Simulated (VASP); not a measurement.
Crystal: MgO (Periclase).

```
Mg O
1.0
     0.00000    2.10850    2.10850
     2.10850    0.00000    2.10850
     2.10850    2.10850    0.00000
Mg O
1 1
Direct
  0.00000 0.00000 0.00000
  0.50000 0.50000 0.50000
```

Base run:

```yaml
Program: VASP 6.6.1
Functional: PBEsol
Potentials_or_basis: VASP PAW PBE potentials, release 64 (Mg, O)
Cutoff: 520 eV
k_mesh: 8 × 8 × 8
Occupations: gaussian, width 0.03 eV
Spin: no spin polarisation
```

Its results: band gap on the k mesh 4.60 eV, direct; pressure -0.8 GPa.

Problem. The run is repeated on the same cell with these changes: functional from PBEsol to PBE; further incar settings from ALGO = Normal; EDIFF = 1e-06 to ALGO = Fast; EDIFF = 1e-07; NBANDS = 11. What comes out?

Solution. Band gap on the k mesh 4.69 eV, direct; pressure 3.4 GPa.

Caveats: the PAW data sets were made with another functional, which shifts forces and pressure a little (some runs).

